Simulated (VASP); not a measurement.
Here is the system:

```xyz
1
Lattice="0.0000 2.0804 2.0804 2.0804 0.0000 2.0804 2.0804 2.0804 0.0000" Properties=species:S:1:pos:R:3 pbc="T T T"
Au     0.0000     0.0000     0.0000
```

Computed with optB86b-vdW, VASP's PBE PAW potentials (set 64) (plane waves; VASP). Numerical set-up: 520 eV cut-off, 15×15×15 Γ-centred mesh, first-order Methfessel-Paxton smearing of 0.10 eV, potentials Au.

Question: Give the stress tensor in GPa (positive for a compressed cell).

Answer: 
```
-4.33   0.00   0.00
 0.00  -4.33   0.00
 0.00   0.00  -4.33
```
The pressure is its mean diagonal, -4.33 GPa.

The compound is Au in the fcc structure. This cell is one point of a volume scan, at 1.03 of the reference volume.
